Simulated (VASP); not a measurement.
Write the native input for VASP 6.6.1 that does the following.

```
Task                   : single point
Functional             : r2SCAN
Potentials or basis    : VASP PAW PBE potentials, release 64 (Li_sv, Ge_d, N)
Cutoff                 : 520 eV
k mesh                 : 10 × 10 × 4
Occupations            : gaussian, width 0.03 eV
Spin                   : no spin polarisation
Further INCAR settings : ALGO = Normal; EDIFF = 1e-06
```

The structure of LiGeN lies in POSCAR:

```
LiGeN                                   
1.0
    3.0073107057      0.0000000000     -0.0000000000
   -1.5036553528      2.6044074620     -0.0000000000
    0.0000000000     -0.0000000000      9.7041511606
  Li              Ge              N             
     2     2     2
Direct
     1.0000000000000000    0.0000000000000000    0.5029233452684050
     1.0000000000000000    0.0000000000000000    0.0029233452684050
     0.3333333300000021    0.6666666699999979    0.2677063440759256
     0.6666666699999979    0.3333333300000021    0.7677063440759255
     0.6666666699999979    0.3333333300000021    0.3722868006556669
     0.3333333300000021    0.6666666699999979    0.8722868006556670
```

The cell was built by a generator and needn't be a form met in nature.

The input as run:

INCAR

```
SYSTEM = LiGeN
ALGO = Normal
EDIFF = 1E-6
ENCUT = 520
ISIF = 2
ISMEAR = 0
KPAR = 4
LASPH = .TRUE.
LCHARG = .FALSE.
LMIXTAU = .TRUE.
LREAL = .FALSE.
LWAVE = .FALSE.
METAGGA = R2SCAN
NELM = 150
PREC = Accurate
SIGMA = 0.03
```

KPOINTS

```
k-points
0
G
  10 10 4
  0 0 0
```

Potentials or basis: VASP PAW PBE potentials, release 64 (Li_sv, Ge_d, N).

The run is started by

```bash
$ cat potpaw_PBE.64/Li_sv/POTCAR potpaw_PBE.64/Ge_d/POTCAR potpaw_PBE.64/N/POTCAR > POTCAR
$ mpirun -np 4 vasp_std > vasp.out
```

It gave:

```yaml
Largest_force: 0.407 eV/Å
Band_gap_on_the_k_mesh: 1.45 eV, indirect (least direct gap 2.28 eV)
```

Caveat: the PAW data sets were made with another functional, which shifts forces and pressure a little.

It took 2.1 min on 4 MPI ranks on Intel(R) Xeon(R) Platinum 8259CL CPU @ 2.50GHz (Skylake/Cascade Lake), with other jobs on the host, peak memory 0.24 GiB a rank.
